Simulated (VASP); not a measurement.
```xyz
1
Lattice="-1.3585 1.3585 1.3585 1.3585 -1.3585 1.3585 1.3585 1.3585 -1.3585" Properties=species:S:1:pos:R:3 pbc="T T T"
Fe     0.0000     0.0000     0.0000
```
Starting moments (μB, in the order of the record's atoms Fe): 2.1.

The numbers are results of PBEsol GGA, VASP's PBE PAW potentials (set 64) (plane waves; VASP), not measurements. Run with 500 eV cut-off, 19×19×19 Γ-centred mesh, first-order Methfessel-Paxton smearing of 0.10 eV, potentials Fe.

Energy and stress use the plane-wave basis of the starting cell.

The ions, cell shape and volume at an external pressure of 30.0 GPa are relaxed. Give the cell that the relaxation ends in.

```xyz
1
Lattice="-1.3450 1.3450 1.3450 1.3450 -1.3450 1.3450 1.3450 1.3450 -1.3450" Properties=species:S:1:pos:R:3 pbc="T T T"
Fe     0.0000     0.0000     0.0000
```
Space group Im-3m (229), at a tolerance of 0.03 Å. The cell ends with 1.90 μB, on the sites 1.86 μB.

How do energy and volume change from the first to the last step?

The energy (σ→0) changes by +46.0 meV/atom and the volume by -3.0 %, in 3 ionic steps.

The compound is Fe in the bcc structure. This run relaxes it under an external pressure of 30 GPa. Symmetry was kept, so distortions that lower it aren't found.
